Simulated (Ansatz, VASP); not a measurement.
## Si in VASP and in Ansatz

```
Si
1.0
     0.00000    2.71692    2.71692
     2.71692    0.00000    2.71692
     2.71692    2.71692    0.00000
Si
2
Direct
  0.75000 0.75000 0.75000
  0.50000 0.50000 0.50000
```

Alike in both runs: functional PBEsol; k mesh 8 × 8 × 8; occupations gaussian, width 0.02 eV; no spin polarisation.

Ansatz relaxed the structure, and its values are those at the end. VASP's run is a single point on that final structure, the one shown.

```csv
,VASP,Ansatz
version,VASP 6.6.1,Ansatz 0.2.0
potentials or method,"VASP PAW PBE potentials, release 64 (Si)","scalar-relativistic, plane waves, PAW"
plane-wave cutoff (eV),520,420
valence electrons in the cell,8,8
```

VASP gave:

| Item | Value |
| --- | --- |
| gap on the k mesh at the Fermi level (eV) | 0.51 |
| least direct gap on the mesh (eV) | 2.52 |
| pressure (GPa) | 0.1 |

Task: Estimate Ansatz's values.

Result: gap on the k mesh at the Fermi level (eV): 0.51; least direct gap on the mesh (eV): 2.52; pressure (GPa): 0.0.

The functional is the same, so the differences come from potentials, cutoffs and numerics.

Caveats: the PAW data sets were made with another functional, which shifts forces and pressure a little (VASP). A k mesh can miss the band edges.
